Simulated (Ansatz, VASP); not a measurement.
## One calculation of B4MoRu, two programs

```
B Mo Ru
1.0
     4.16609    0.00000    0.00000
     0.00000    4.16609    0.00000
     0.00000    0.00000    4.16609
B Mo Ru
4 1 1
Cartesian
  2.9747 2.9747 2.9747
  1.1914 1.1914 2.9747
  1.1914 2.9747 1.1914
  2.9747 1.1914 1.1914
  0.0000 0.0000 0.0000
  2.0830 2.0830 2.0830
```

Alike in both runs: task relaxation of cell and atoms; functional PBE; k mesh 4 × 4 × 4; occupations gaussian, width 0.1 eV; no spin polarisation.

```csv
,VASP,Ansatz
version,VASP 6.6.1,Ansatz 0.2.0
potentials or method,"VASP PAW PBE potentials, release 64 (B, Mo_sv, Ru_pv)","scalar-relativistic, plane waves, PAW"
plane-wave cutoff (eV),600,420
valence electrons in the cell,40,42
```

Ansatz gave:

```
gap on the k mesh at the Fermi level, each at its own relaxed structure (eV) : none
relaxed volume (Å³/atom)                                                     : 16.41
relaxed cell length with the largest relative difference (Å)                 : 4.618
energy change over the relaxation (meV/atom)                                 : -1843
```

**Question.** Estimate VASP's values.

**Answer.** gap on the k mesh at the Fermi level, each at its own relaxed structure (eV): none; relaxed volume (Å³/atom): 16.44; relaxed cell length with the largest relative difference (Å): 4.620; energy change over the relaxation (meV/atom): -1872.

A gap of «none» marks a metal or a gap that the smearing closes. The two sets of potentials don't hold the same shells in valence.

Caveats: the k mesh is coarse (spacing up to 0.38 Å⁻¹), so the values aren't converged; the volume moved by over 15 % at a fixed basis, so the end points are rough (VASP).
